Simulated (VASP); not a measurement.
Here is the system:

```
CELL_PARAMETERS angstrom
      0.00000     2.32043     2.32043
      2.32043     0.00000     2.32043
      2.32043     2.32043     0.00000
ATOMIC_POSITIONS crystal
  Hf 0.00000 0.00000 0.00000
  C  0.50000 0.50000 0.50000
```

Computed with TPSS meta-GGA, VASP's PBE PAW potentials (set 64) (plane waves; VASP 6.6.1). Run with 520 eV cut-off, 15×15×15 Γ-centred mesh, tetrahedra with Blöchl corrections, potentials Hf_pv C.

Question: Give the energies of bands 5 to 10 at the high-symmetry points, in eV from the Fermi level.

Answer: 
| band | Γ | X | U | L | W |
|---|---|---|---|---|---|
| 5 | 1.01 | -2.67 | -3.58 | -6.23 | -3.01 |
| 6 | 1.01 | -1.85 | -2.80 | -3.01 | -2.78 |
| 7 | 1.01 | -0.11 | -1.65 | -3.01 | -2.78 |
| 8 | 1.39 | -0.11 | 1.57 | 5.37 | 3.70 |
| 9 | 1.39 | 5.50 | 5.82 | 5.37 | 3.70 |
| 10 | 1.39 | 6.79 | 6.24 | 5.86 | 6.80 |

It has no gap at this level: it comes out as a metal or semimetal.

The compound is HfC in the rock salt structure. It was relaxed first.
